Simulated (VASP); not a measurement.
These are PBEsol GGA, VASP's PBE PAW potentials (set 64) (plane waves; VASP) values and carry that method's errors.

VASP input:

**POSCAR**
```
GeF2
1.0
  0.0000000000   2.7241537571   2.7241537571
  2.7241537571   0.0000000000   2.7241537571
  2.7241537571   2.7241537571   0.0000000000
Ge F
1 2
Cartesian
 -0.1499999999   0.0000000000   0.0000000000
  1.3620768785   1.3620768785   1.3620768785
  4.0862306356   4.0862306356   4.0862306356
```

### INCAR
```
ALGO=Normal
EDIFF=1E-7
ENCUT=600
GGA=PS
ISIF=2
ISMEAR=0
LASPH=T
LCHARG=F
LMAXMIX=4
LREAL=F
LWAVE=F
NELM=100
PREC=Accurate
SIGMA=0.05
SYSTEM=GeF2
```

### KPOINTS
```
Automatic mesh
0
Gamma
6 6 6
0 0 0
```

POTCAR, in this order: Ge_d F (PBE.64 set). Program: vasp_std.

Output of the run:

### OSZICAR
```
       N       E                     dE             d eps       ncg     rms          rms(c)
DAV:   1     0.291355147022E+03    0.29136E+03   -0.16252E+04  1196   0.409E+03
DAV:   2     0.164917070049E+02   -0.27486E+03   -0.26354E+03  1234   0.713E+02
DAV:   3    -0.148246552634E+02   -0.31316E+02   -0.31034E+02  1174   0.178E+02
DAV:   4    -0.158716588982E+02   -0.10470E+01   -0.10440E+01  1166   0.334E+01
DAV:   5    -0.158908867353E+02   -0.19228E-01   -0.19227E-01  1144   0.501E+00    0.663E+00
DAV:   6    -0.146061241292E+02    0.12848E+01   -0.68301E+00  1498   0.320E+01    0.246E+00
DAV:   7    -0.145871799411E+02    0.18944E-01   -0.28220E-01  1096   0.404E+00    0.131E+00
DAV:   8    -0.145795266001E+02    0.76533E-02   -0.62026E-02  1294   0.311E+00    0.310E-01
DAV:   9    -0.145787750690E+02    0.75153E-03   -0.10365E-02  1400   0.116E+00    0.864E-02
DAV:  10    -0.145793575140E+02   -0.58245E-03   -0.88311E-04  1152   0.474E-01    0.190E-02
DAV:  11    -0.145793763121E+02   -0.18798E-04   -0.69685E-05  1126   0.115E-01    0.852E-03
DAV:  12    -0.145793828564E+02   -0.65443E-05   -0.12232E-05  1088   0.377E-02    0.296E-03
DAV:  13    -0.145793832429E+02   -0.38650E-06   -0.14979E-06  1156   0.195E-02    0.159E-03
DAV:  14    -0.145793832698E+02   -0.26911E-07   -0.26651E-07   998   0.646E-03
   1 F= -.14579383E+02 E0= -.14579383E+02  d E =-.388716E-18
```

### OUTCAR
```
------------------------ aborting loop because EDIFF is reached ----------------------------------------
  FORCE on cell =-STRESS in cart. coord.  units (eV):
  Direction    XX          YY          ZZ          XY          YZ          ZX
  --------------------------------------------------------------------------------------
  Total        0.2700742      0.0547296      0.0547296     -0.0000000     -0.0000000      0.0000000
  in kB       10.7020977      2.1687423      2.1687423     -0.0000000     -0.0000000      0.0000000
  external PRESSURE =       5.0131941 kB  Pullay stress =       0.0000000 kB
  volume of cell :       40.43
      direct lattice vectors                 reciprocal lattice vectors
     0.000000000  2.724153757  2.724153757    -0.183543237  0.183543237  0.183543237
     2.724153757  0.000000000  2.724153757     0.183543237 -0.183543237  0.183543237
     2.724153757  2.724153757  0.000000000     0.183543237  0.183543237 -0.183543237
 POSITION                                       TOTAL-FORCE (eV/Angst)
 -----------------------------------------------------------------------------------
      5.29831      2.72415      2.72415        -0.114902      0.000000      0.000000
      1.36208      1.36208      1.36208         0.057451      0.000000      0.000000
      4.08623      4.08623      4.08623         0.057451      0.000000      0.000000
 -----------------------------------------------------------------------------------
    total drift:                               -0.000827     -0.000002     -0.000002
  FREE ENERGIE OF THE ION-ELECTRON SYSTEM (eV)
  ---------------------------------------------------
  free  energy   TOTEN  =       -14.5793832698 eV

  energy  without entropy=      -14.5793832698  energy(sigma->0) =      -14.57938327
```
(Selected blocks of OUTCAR.)

The structure was generated: GeF2 was put into the fluorite type (Fm-3m), which need not be its known phase. This cell was strained or had an atom moved on purpose.
